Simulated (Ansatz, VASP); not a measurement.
# SnTe: VASP beside Ansatz, part 2 of 2

One calculation is typed for both programs; each brings its own data sets. How far apart do they land? The structure shown is the end of the Ansatz relaxation below.

VASP 6.6.1 and Ansatz 0.2.0.

So far. Step 3 (VASP: single point, PBEsol, pair 1): The run ends at a pressure of 4.80 GPa.

**6. VASP: single point, PBEsol, pair 2**

Level of this step: PBEsol; plane waves and PAW (Sn_d, Te) (VASP).

The same cell, functional, mesh and smearing now go to VASP, with its own data sets.

Input file INCAR:

```
SYSTEM = SnTe
PREC = Accurate
ENCUT = 500
EDIFF = 1E-06
NELM = 120
ISMEAR = 0
SIGMA = 0.01
LREAL = .FALSE.
ALGO = Normal
GGA = PS
NBANDS = 16
LORBIT = 11
LWAVE = .FALSE.
LCHARG = .FALSE.
ISIF = 2
LASPH = .TRUE.
GGA_COMPAT = .FALSE.
EFERMI = MIDGAP
KPAR = 2
```

Input file POSCAR:

```
SnTe
1.0
    0.0000000000      3.0498071185      3.1474713146
    3.0498071185      0.0000000000      3.1474713146
    3.0498071185      3.0498071185      0.0000000000
Sn Te
1 1
Direct
    0.0000000000      0.0000000000      0.0000000000
    0.5000000000      0.5000000000      0.5000000000
```

Input file KPOINTS:

```
Automatic mesh
0
Gamma
12 12 12
0 0 0
```

PAW data sets: Sn_d and Te (PBE family, release 64).

On the command line:

```
mpirun -np 2 vasp_std
```

Numbers of over 12 decimals in the logs are rounded to 6 here.

The program printed:

```text
[banner, memory and clock lines left out]
running    2 mpi-ranks, on    1 nodes
[...]
[... a notice as in an earlier step ...]

 LDA part: xc-table for (Slater+PW92), standard interpolation
 POSCAR, INCAR and KPOINTS ok, starting setup
[...]
entering main loop
       N       E                     dE             d eps       ncg     rms          rms(c)
DAV:   1     0.121142345985E+03    0.12114E+03   -0.94892E+03  5288   0.142E+03
DAV:   2     0.153951835971E+01   -0.11960E+03   -0.11667E+03  5656   0.350E+02
DAV:   3    -0.806883413290E+01   -0.96084E+01   -0.95554E+01  6640   0.866E+01
DAV:   4    -0.831693806639E+01   -0.24810E+00   -0.24807E+00  6320   0.151E+01
[...]
DAV:  10    -0.828343306305E+01    0.10644E-04   -0.45287E-05  6824   0.699E-02    0.254E-02
DAV:  11    -0.828343231662E+01    0.74643E-06   -0.11041E-05  7080   0.337E-02    0.410E-03
DAV:  12    -0.828343236818E+01   -0.51556E-07   -0.85024E-07  3864   0.119E-02
   1 F= -.82834324E+01 E0= -.82834324E+01  d E =-.302759E-48
```

OUTCAR, selected parts (step 6):

```text
  Total        1.8679647      1.8679647     -0.0026303      0.0000000      0.0000000     -0.0000000
  in kB       51.1143352     51.1143352     -0.0719736      0.0000000      0.0000000     -0.0000000
  external PRESSURE =      34.0522323 kB  Pullay stress =       0.0000000 kB

 POSITION                                       TOTAL-FORCE (eV/Angst)
 -----------------------------------------------------------------------------------
      0.00000      0.00000      0.00000         0.000000      0.000000      0.000000
      3.04981      3.04981      3.14747        -0.000000     -0.000000      0.000000
 -----------------------------------------------------------------------------------
    total drift:                                0.000000     -0.000000     -0.000000

  FREE ENERGIE OF THE ION-ELECTRON SYSTEM (eV)
  ---------------------------------------------------
  free  energy   TOTEN  =        -8.2834323682 eV

  energy  without entropy=       -8.2834323682  energy(sigma->0) =       -8.28343237

[... 1 part as in an earlier step ...]

[... 2 further parts left out ...]
[key lines of the parts left out:]
E-fermi :   7.6486
```

The run ends at a pressure of 3.41 GPa.

**7. Comparison**

What differs besides the data sets and the points named for the pairs above, as far as they apply: the data sets hold 30 valence electrons in Ansatz (on its PAW soft_1 files) and 20 in VASP. Total energies have different zeros and are not compared.

The two programs side by side:

| quantity | Ansatz | VASP | difference |
| --- | --- | --- | --- |
| pressure (GPa) | 3.40 | 3.41 | -0.01 |
| gap on the k mesh (eV) | 0.208 | 0.202 | +0.006 |

A gap on the mesh is an upper bound, since the band edges may lie between its points.

**8. Ansatz: relaxation, PBEsol**

This run makes the geometry at which the two programs are then compared. The cell compared in this pair holds 59.75 Å³, against 58.55 Å³ for the pair before.

The structure compared here is the end of the Ansatz relaxation.

Input file input.yaml:

```yaml
crystal:
  lattice:
    - [0.0, 3.081248429, 3.1453942359]
    - [3.081248429, 0.0, 3.1453942359]
    - [3.081248429, 3.081248429, 0.0]
  atoms:
    - { symbol: Sn, position: [0.0, 0.0, 0.0] }
    - { symbol: Te, position: [0.5, 0.5, 0.5] }
  conventional_axes: [[-1, 1, 1], [1, -1, 1], [1, 1, -1]]
kpoints:
  mp_grid: { grid: [12, 12, 12] }
hamiltonian:
  xc: pbesol
  pseudopotentials: { kind: paw, azcp: { folder: soft_1 }, xc_functional: pbe }
scf:
  occupations: { method: gaussian, width: 0.01 }
output:
  forces: true
  stress: true
  eigenvalues: true
relax:
  adjacent_minimum: "off"
  f_tol: 0.001
  max_steps: 60
  cell: { stress_tol: 0.01, fix: [a, b, gamma] }
```

On the command line:

```
ansatz run input.yaml --threads 4 --pin off --max-ram 10240MiB --backend cpu --events-out ev --progress --plain --runs-dir out
```

The program printed:

```text
[...]
Crystal: 2 atoms, lattice volume = 59.725 Å³
Basis set: ecut = 420 eV, 1195 PW (Γ), exchange–correlation on 60×60×60 points (8 copies of the dense FFT grid, shifted against one another)
Bands: 19, of which v1, the nominal top of the filled ones, is band 15 counted from 1 (14 counted from 0)
Symmetry: 16 space group operations
[...]
k-points: 163 of 1728
[...]
k-point 162: bands = [... 11 lower, 3.8439, 4.3614, 6.3295, 6.3295, 12.2306, 15.4722, 15.4722, 16.7604]
--- Relaxed structure (3 steps of the walk, 3 accepted, 1 SCFs on fresh bases) ---
[...]
cell:  # Å, volume = 59.7455 Å³
    - [0, 3.081248429, 3.146456]
    - [3.081248429, 0, 3.146456]
    - [3.081248429, 3.081248429, 0]
  atoms:
    - { symbol: Sn, position: [0, 0, 0] }
    - { symbol: Te, position: [0.5, 0.5, 0.500000] }
[key lines of the parts left out:]
SCF converged after 9 iterations
Free energy (F): -12851.984329 eV
Fermi energy:    10.301459 eV
P = ⅓ Tr σ = 2.1239 GPa (21.239 kbar)
```

**9. VASP: single point, PBEsol, pair 3**

The same cell, functional, mesh and smearing now go to VASP, with its own data sets.

INCAR is that of step 6.

Input file POSCAR:

```
SnTe
1.0
    0.0000000000      3.0812484290      3.1464557262
    3.0812484290      0.0000000000      3.1464557262
    3.0812484290      3.0812484290      0.0000000000
Sn Te
1 1
Direct
    0.0000000000      0.0000000000      0.0000000000
    0.5000000000      0.5000000000      0.5000000000
```

KPOINTS is that of step 6.

On the command line:

```
mpirun -np 2 vasp_std
```

The program printed:

```text
[... set-up lines as in an earlier step ...]
 entering main loop
       N       E                     dE             d eps       ncg     rms          rms(c)
DAV:   1     0.121991686441E+03    0.12199E+03   -0.94705E+03  5248   0.142E+03
DAV:   2     0.165195056017E+01   -0.12034E+03   -0.11771E+03  5672   0.350E+02
DAV:   3    -0.810132391644E+01   -0.97533E+01   -0.96988E+01  6784   0.869E+01
DAV:   4    -0.835114404510E+01   -0.24982E+00   -0.24978E+00  6192   0.152E+01
[...]
DAV:  10    -0.831503908630E+01    0.13829E-04   -0.53343E-05  6808   0.734E-02    0.226E-02
DAV:  11    -0.831503841667E+01    0.66963E-06   -0.16375E-05  7104   0.383E-02    0.106E-02
DAV:  12    -0.831503838729E+01    0.29388E-07   -0.12855E-06  4504   0.123E-02
   1 F= -.83150384E+01 E0= -.83150384E+01  d E =-.150011E-85
```

OUTCAR, selected parts (step 9):

```text
  Total        1.1886727      1.1886727     -0.0037067      0.0000000     -0.0000000     -0.0000000
  in kB       31.8762941     31.8762941     -0.0994020      0.0000000     -0.0000000     -0.0000000
  external PRESSURE =      21.2177287 kB  Pullay stress =       0.0000000 kB

 POSITION                                       TOTAL-FORCE (eV/Angst)
 -----------------------------------------------------------------------------------
      0.00000      0.00000      0.00000        -0.000000      0.000000      0.000000
      3.08125      3.08125      3.14646         0.000000     -0.000000     -0.000000
 -----------------------------------------------------------------------------------
    total drift:                                0.000000     -0.000000     -0.000000

  FREE ENERGIE OF THE ION-ELECTRON SYSTEM (eV)
  ---------------------------------------------------
  free  energy   TOTEN  =        -8.3150383873 eV

  energy  without entropy=       -8.3150383873  energy(sigma->0) =       -8.31503839

[... 1 part as in an earlier step ...]

[... 2 further parts left out ...]
[key lines of the parts left out:]
E-fermi :   7.4272
```

The run ends at a pressure of 2.12 GPa.

**10. Differences**

What differs besides the data sets and the points named for the pairs above, as far as they apply: the data sets hold 30 valence electrons in Ansatz (on its PAW soft_1 files) and 20 in VASP. Total energies have different zeros and are not compared.

Compared:

| quantity | Ansatz | VASP | difference |
| --- | --- | --- | --- |
| pressure (GPa) | 2.12 | 2.12 | 0.00 |
| gap on the k mesh (eV) | 0.277 | 0.274 | +0.003 |

A gap on the mesh is an upper bound, since the band edges may lie between its points.

**11. Outcome**

| Quantity | Value |
| --- | --- |
| difference in gap on the k mesh (single point, PBEsol, pair 1) | 0.0063 eV |
| difference in gap on the k mesh (single point, PBEsol, pair 2) | 0.0058 eV |
| difference in gap on the k mesh (single point, PBEsol, pair 3) | 0.0033 eV |

**Reading.** The difference in gap on the k mesh is 0.0063 eV (single point, PBEsol, pair 1), within the 0.08 eV picked in this series as the mark of a large difference. The data sets hold unlike numbers of valence electrons (30 in Ansatz and 20 in VASP), so part of the differences comes from the potentials. 5 further runs of this series are not shown here. How closely two codes agree says nothing of how well the functional describes the real material.

[Lines on the potential files, build, host, timing and source positions are cut from VASP's logs without a mark.]

[Logs are printed without paths, hosts, clocks, repeated set-up lines and the standing remarks that a program may print on its own settings, such as how far it seeks lower states.]

[Hosts, paths, dates, database ids (printed as entryN), source tags and the programs' standing remarks are cut or masked in the printed files.]
